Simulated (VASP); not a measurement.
Here is a VASP 6.6.1 calculation.

The input INCAR:

```
PREC     = Accurate       # precision mode
ENCUT    = 600            # plane-wave cutoff, eV
EDIFF    = 1E-6           # SCF threshold, eV
ISMEAR   = 0              # smearing method
SIGMA    = 0.1            # smearing width, eV
LREAL    = F              # projectors in reciprocal space
LASPH    = T              # aspherical terms in the spheres
NELM     = 100            # most SCF steps
ALGO     = Normal         # electronic algorithm
ISIF     = 3              # what is computed and relaxed
LWAVE    = F              # write WAVECAR
LCHARG   = F              # write CHGCAR
IBRION   = 2              # ionic algorithm
NSW      = 100            # ionic steps
EDIFFG   = -0.05          # ionic threshold
```

KPOINTS

```
regular mesh
0
Gamma
  8 8 8
```

POSCAR

```
SnC2
1.0
   -1.7597399453      1.7597399453      2.9131402279
    1.7597399453     -1.7597399453      2.9131402279
    1.7597399453      1.7597399453     -2.9131402279
Sn C
1 2
Direct
    0.0000000000      0.0000000000      0.0000000000
    0.5978927200      0.5978927200      0.0000000000
    0.4021072800      0.4021072800      0.0000000000
```

Potentials or basis: VASP PAW LDA potentials, release 64 (Sn_d, C).

Run with:

```console
$ cat potpaw_LDA.64/Sn_d/POTCAR potpaw_LDA.64/C/POTCAR > POTCAR
$ mpirun -np 1 vasp_std > vasp.out
```

(1) What does it give for the relaxed volume?

(2) What does it give for the space group after relaxing (to 0.05 Å)?

(3) What does it give for the band gap on the k mesh?

(4) Predict the relaxed cell.

## Answers

(1) 16.77 Å³/atom.

(2) I4/mmm (No. 139).

(3) 0.28 eV, indirect (least direct gap 1.16 eV).

(4) a = 4.270 Å, b = 4.270 Å, c = 4.270 Å, α = 124.99°, β = 124.99°, γ = 81.55°.

Caveat: the standard files for N, O and F lose accuracy on very short bonds; the volume moved by over 15 % at a fixed basis, so the end points are rough; spin-orbit coupling is left out, which moves the levels of the heavy elements.
